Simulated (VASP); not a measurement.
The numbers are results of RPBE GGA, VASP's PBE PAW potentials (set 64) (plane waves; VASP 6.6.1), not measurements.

VASP input:

**INCAR**
```
# general
SYSTEM  =  MgS
PREC    =  Accurate
ENCUT   =  520
LREAL   =  .FALSE.
LASPH   =  .TRUE.

# electronic loop
EDIFF   =  1E-7
NELM    =  100
ALGO    =  Normal

# smearing
ISMEAR  =  0
SIGMA   =  0.05

# functional
GGA     =  RP

# ions
ISIF    =  2

# output
LWAVE   =  .FALSE.
LCHARG  =  .FALSE.
```

KPOINTS:
```
Automatic mesh
0
Gamma
 9 9 9
```

### POSCAR
```
MgS
1
    0.0000000000     2.5816692501     2.5816692501
    2.5816692501     0.0000000000     2.5816692501
    2.5816692501     2.5816692501     0.0000000000
Mg S
1 1
Direct
  0.0000000000   0.0000000000   0.0000000000
  0.5000000000   0.5000000000   0.5000000000
```

POTCAR, in this order: Mg S (PBE.64 set). Program: vasp_std.

What VASP printed:

**OSZICAR**
```
       N       E                     dE             d eps       ncg     rms          rms(c)
DAV:   1     0.243061963311E+02    0.24306E+02   -0.36517E+03   560   0.805E+02
DAV:   2    -0.734683163334E+01   -0.31653E+02   -0.29940E+02   760   0.110E+02
DAV:   3    -0.831690348486E+01   -0.97007E+00   -0.97007E+00   720   0.262E+01
DAV:   4    -0.832089232132E+01   -0.39888E-02   -0.39888E-02   920   0.182E+00
DAV:   5    -0.832089460323E+01   -0.22819E-05   -0.22819E-05   736   0.438E-02    0.524E+00
DAV:   6    -0.797766904181E+01    0.34323E+00   -0.84718E-01   576   0.470E+00    0.418E+00
DAV:   7    -0.794049507198E+01    0.37174E-01   -0.25844E-01   728   0.284E+00    0.263E+00
DAV:   8    -0.794311969674E+01   -0.26246E-02   -0.17580E-02   656   0.115E+00    0.954E-01
DAV:   9    -0.794297628406E+01    0.14341E-03   -0.50903E-04   696   0.192E-01    0.288E-01
DAV:  10    -0.794306780758E+01   -0.91524E-04   -0.22561E-04   776   0.115E-01    0.712E-02
DAV:  11    -0.794305970895E+01    0.80986E-05   -0.38934E-05   696   0.324E-02    0.141E-02
DAV:  12    -0.794305986933E+01   -0.16038E-06   -0.15064E-06   728   0.981E-03    0.120E-03
DAV:  13    -0.794305988837E+01   -0.19039E-07   -0.72258E-08   656   0.233E-03
   1 F= -.79430599E+01 E0= -.79430599E+01  d E =-.698729E-17
```

OUTCAR:
```
------------------------ aborting loop because EDIFF is reached ----------------------------------------
  FORCE on cell =-STRESS in cart. coord.  units (eV):
  Direction    XX          YY          ZZ          XY          YZ          ZX
  --------------------------------------------------------------------------------------
  Total        1.0610920      1.0610920      1.0610920     -0.0000000      0.0000000     -0.0000000
  in kB       49.4005551     49.4005551     49.4005551     -0.0000000      0.0000000     -0.0000000
  external PRESSURE =      49.4005551 kB  Pullay stress =       0.0000000 kB
  volume of cell :       34.41
      direct lattice vectors                 reciprocal lattice vectors
     0.000000000  2.581669250  2.581669250    -0.193673144  0.193673144  0.193673144
     2.581669250  0.000000000  2.581669250     0.193673144 -0.193673144  0.193673144
     2.581669250  2.581669250  0.000000000     0.193673144  0.193673144 -0.193673144
 POSITION                                       TOTAL-FORCE (eV/Angst)
 -----------------------------------------------------------------------------------
      0.00000      0.00000      0.00000        -0.000000     -0.000000      0.000000
      2.58167      2.58167      2.58167         0.000000      0.000000      0.000000
 -----------------------------------------------------------------------------------
    total drift:                                0.000000      0.000000      0.000000
  FREE ENERGIE OF THE ION-ELECTRON SYSTEM (eV)
  ---------------------------------------------------
  free  energy   TOTEN  =        -7.9430598884 eV

  energy  without entropy=       -7.9430598884  energy(sigma->0) =       -7.94305989
```
(Selected blocks of OUTCAR.)

The compound is MgS in the rock salt structure. This cell is one point of a volume scan, at 0.94 of the reference volume.
